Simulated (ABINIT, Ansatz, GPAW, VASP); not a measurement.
# One structure in several programs: Ba3ZnN2O (P4/mmm, 7 atoms in the cell)

Self-consistent single point, at a second geometry (lattice scaled by 0.98). First geometry:

```yaml
crystal:
  lattice:
    - [4.09084, 0.00000, 0.00000]
    - [0.00000, 4.09084, 0.00000]
    - [0.00000, 0.00000, 9.16087]
  atoms:
    - { symbol: Ba, position: [0.00000, 0.00000, 0.21788] }
    - { symbol: Ba, position: [0.00000, 0.00000, 0.78212] }
    - { symbol: Ba, position: [0.50000, 0.50000, 0.50000] }
    - { symbol: Zn, position: [0.50000, 0.50000, 0.00000] }
    - { symbol: N, position: [0.50000, 0.50000, 0.80054] }
    - { symbol: N, position: [0.50000, 0.50000, 0.19946] }
    - { symbol: O, position: [0.00000, 0.00000, 0.50000] }
```

Shared settings, as Ansatz (a first-principles code) writes them: kpoints.mp_grid.grid = 6 6 3; scf.occupations.method = fermi_dirac; scf.occupations.width = 0.0015 Ry. Potentials and cutoffs stand in the table.

```
code                                                    model  ΔF from the first geometry (meV/atom)  pressure (GPa)  largest force (eV/Å)  gap on the mesh (eV)   cutoff
------  -----------------------------------------------------  -------------------------------------  --------------  --------------------  --------------------  -------
GPAW    PBEsol, GPAW PAW datasets PBEsol (made by gpaw-setup)                                   12.6               –                 0.404                 0.445   950 eV
ABINIT     PBEsol, PAW (JTH v2.0 PBE PAW, files made for PBE)                                   13.8            4.15                 0.397                 0.428    30 Ha
Ansatz                        PBEsol, PAW files made with PBE                                    4.6            2.78                 0.421                 0.470  default
VASP               PBEsol, VASP's PBE PAW potentials (set 64)                                   17.5            2.93                 0.463                 0.409   400 eV
```

For VASP (by 1.7 GPa) the energy change implies a higher mean pressure, against the two pressures, than for the other programs: a sign of finite-basis (Pulay) stress.

Size of the force on each atom (eV/Å): Sizes of forces hide their directions.

```json
[
 {"code": "GPAW", "Ba1": "0.217", "Ba2": "0.217", "Ba3": "0.000", "Zn4": "0.000", "N5": "0.404", "N6": "0.404", "O7": "0.000"},
 {"code": "ABINIT", "Ba1": "0.242", "Ba2": "0.242", "Ba3": "0.000", "Zn4": "0.000", "N5": "0.397", "N6": "0.397", "O7": "0.000"},
 {"code": "Ansatz", "Ba1": "0.103", "Ba2": "0.103", "Ba3": "0.000", "Zn4": "0.000", "N5": "0.421", "N6": "0.421", "O7": "0.000"},
 {"code": "VASP", "Ba1": "0.270", "Ba2": "0.270", "Ba3": "0.000", "Zn4": "0.000", "N5": "0.463", "N6": "0.463", "O7": "0.000"}
]
```

A dash marks a value that a program does not give, or that is left out as unsure.

Gaps are read on the mesh.

The spread over the programs that give each value: ΔF from the first geometry within 12.9 meV/atom; pressure within 1.37 GPa; largest force within 0.066 eV/Å; gap on the mesh within 0.061 eV.

Ansatz's pressure is given at a fixed set of plane waves, as the other plane-wave codes print theirs; with its correction for the finite basis it is 2.96 GPa. The pressure of GPAW is left out: its cutoff lies under the one at which its stress was checked. In the pressure, ABINIT (by 1.22) lies more than 1 GPa from the median of the plane-wave programs. In the force vectors, Ansatz (by 0.127) lies more than 0.08 eV/Å from the median of the plane-wave programs.

VASP's run is marked for a possible Pulay error in its stress at this cutoff; no cutoff test was made.

The starting cell comes from a database of computed structures (which also holds hypothetical and non-ambient phases and stackings), without a prior relaxation at this level. Its lattice was rescaled by a random factor within 2.5 % of one. For this run, on top of that: lattice scaled by 0.98.

Left out of this page: Quantum ESPRESSO, CP2K and SIESTA (not drawn, or without a comparable value).

Keys are those of Ansatz 0.2.
